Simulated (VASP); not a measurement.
A run of VASP 6.6.1:

File INCAR:

```
SYSTEM = Ca3P2
PREC = Accurate
ENCUT = 520
EDIFF = 1E-6
ISMEAR = 0
SIGMA = 0.1
LREAL = .False.
LASPH = .True.
NELM = 100
ALGO = Normal
ISIF = 2
LWAVE = .False.
LCHARG = .True.
GGA = PS
LELF = .True.
LVHAR = .True.
NBANDS = 28
```

Contents of KPOINTS:

```
regular mesh
0
Gamma
  4 4 4
  0 0 0
```

Contents of POSCAR:

```
Ca3P2
1.0
    5.3100000000      0.0000000000      0.0000000000
    0.0000000000      5.3100000000      0.0000000000
    0.0000000000      0.0000000000      5.3100000000
Ca P
3 2
Direct
    0.0000000000      0.5000000000      0.5000000000
    0.5000000000      0.0000000000      0.5000000000
    0.5000000000      0.5000000000      0.0000000000
    0.0000000000      0.0000000000      0.0000000000
    0.5000000000      0.5000000000      0.5000000000
```

Potentials or basis: VASP PAW PBE potentials, release 64 (Ca_sv, P).

The run is started by

```bash
$ cat potpaw_PBE.64/Ca_sv/POTCAR potpaw_PBE.64/P/POTCAR > POTCAR
$ mpirun -np 1 vasp_std > vasp.out
```

Hardware: 1 thread of Intel(R) Xeon(R) Platinum 8488C (Sapphire Rapids), on a shared host.

Question: How long does it take, and how much memory?

Answer: Wall time 42 s on 1 thread of Intel(R) Xeon(R) Platinum 8488C (Sapphire Rapids), with other jobs on the host, peak memory 0.24 GiB. Counts: scf iterations 13, k points 10.
